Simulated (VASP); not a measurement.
Set up this calculation in VASP 6.6.1, as the native input.

- Task: relaxation of cell and atoms
- Functional: PBE
- Potentials or basis: VASP PAW PBE potentials, release 64 (Mg, Be)
- Cutoff: 600 eV
- k mesh: 21 × 21 × 14
- Occupations: gaussian, width 0.1 eV
- Spin: no spin polarisation
- Dipole correction: no
- Further INCAR settings: ALGO = Fast; EDIFF = 1e-07; IBRION = 2; EDIFFG = -0.01; NSW = 100; ISIF = 3

The structure of MgBe lies in POSCAR:

```
MgBe
1.0
    2.9247531600      0.0000000000      0.0000000000
   -1.4623765800      2.5329105400      0.0000000000
    0.0000000000      0.0000000000      4.2316362300
Mg Be
1 1
Direct
    0.3333333300      0.6666666700      0.5000000000
    0.0000000000      0.0000000000      0.0000000000
```

The cell was built by a generator and needn't be a form met in nature.

These files were run (other wordings do the same):

INCAR

```
SYSTEM = MgBe
ALGO = Fast
EDIFF = 1E-7
EDIFFG = -0.01
ENCUT = 600
GGA = PE
IBRION = 2
ISIF = 3
ISMEAR = 0
LASPH = .TRUE.
LCHARG = .FALSE.
LREAL = .FALSE.
LWAVE = .FALSE.
NELM = 80
NSW = 100
PREC = Accurate
SIGMA = 0.1
```

KPOINTS

```
k-points
0
G
  21 21 14
  0 0 0
```

Potentials or basis: VASP PAW PBE potentials, release 64 (Mg, Be).

Command:

```console
$ cat potpaw_PBE.64/Mg/POTCAR potpaw_PBE.64/Be/POTCAR > POTCAR
$ mpirun -np 1 vasp_std > vasp.out
```

Results of the run:

```
Relaxed volume                         : 15.34 Å³/atom
Relaxed cell                           : a = 2.896 Å, b = 2.896 Å, c = 4.225 Å, α = 90.00°, β = 90.00°, γ = 120.00°
Space group after relaxing (to 0.05 Å) : P-6m2 (No. 187)
Energy gained by relaxing              : 1.4 meV/atom
Ionic steps                            : 6
Pressure after relaxing                : 0.0 GPa
Band gap on the k mesh                 : none (metal or under the smearing width)
```

It took 60 s on 1 thread of Intel(R) Xeon(R) 6975P-C (Granite Rapids) (shared host), peak memory 0.27 GiB.
